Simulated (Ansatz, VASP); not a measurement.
**MnGa2: VASP beside Ansatz**

```
CELL_PARAMETERS angstrom
3.34320 0.00000 0.00000
-1.67160 2.89529 0.00000
0.00000 -1.93019 5.28175
ATOMIC_POSITIONS crystal
Mn 0.00000 0.00000 0.00000
Ga 0.25000 0.50000 0.75000
Ga 0.75000 0.50000 0.25000
```

Alike in both runs: task single point; functional PBE; k mesh 9 × 9 × 9; occupations gaussian, width 0.0127 eV; no spin polarisation.

|  | VASP | Ansatz |
| --- | --- | --- |
| version | VASP 6.6.1 | Ansatz 0.2.0 |
| potentials or method | VASP PAW PBE potentials, release 64 (Mn_pv, Ga_d) | PAW plane waves |
| plane-wave cutoff (eV) | 520 | 420 |
| valence electrons in the cell | 39 | 41 |

|  | VASP | Ansatz | Ansatz less VASP |
| --- | --- | --- | --- |
| pressure (GPa) | 4.2 | 4.0 | -0.24 |
| largest component of the traceless stress (GPa) | 3.79 | 3.82 | +0.030 |
| rms of the force components (eV/Å) | 1.086 | 1.076 | -0.0101 |

Atom by atom the forces differ by 0.010 eV/Å (rms over components). The two sets of potentials don't hold the same shells in valence. Ansatz warned: «structure_snapped_to_symmetry».

Caveats: forces of over 1 eV/Å show positions far from the minimum, so gaps and moduli don't describe the material at rest. Spin polarisation is off, so any magnetic state and its effect on volume and gap are missing.
